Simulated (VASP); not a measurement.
LuAlP2:

```
Al P Lu
1.0
     3.75511    0.00000    0.00000
     0.00000    3.75511    0.00000
     0.00000    0.00000    5.43229
Al P Lu
1 2 1
Direct
  0.00000 0.00000 0.00000
  0.00000 0.00000 0.50000
  0.50000 0.50000 0.00000
  0.50000 0.50000 0.50000
```

The cell was built by a generator and needn't be a form met in nature.

Base run:

- Program: VASP 6.6.1
- Functional: PBEsol
- Potentials or basis: VASP PAW PBE potentials, release 64 (Al, P, Lu)
- Cutoff: 520 eV
- k mesh: 6 × 6 × 4
- Occupations: fermi-dirac, width 0.02 eV
- Spin: no spin polarisation

Its results: band gap on the k mesh none (metal or under the smearing width); pressure -2.2 GPa.

Q: The run is repeated on the same cell with these changes: functional from PBEsol to HSE06; k mesh from 6 × 6 × 4 to 4 × 4 × 2. What comes out?

A: Band gap on the k mesh none (metal or under the smearing width); pressure 1.0 GPa.

Several settings changed at once, so the effect can't be laid on one alone.

Caveats: some runs use coarse meshes; the PAW data sets were made with another functional, which shifts forces and pressure a little.
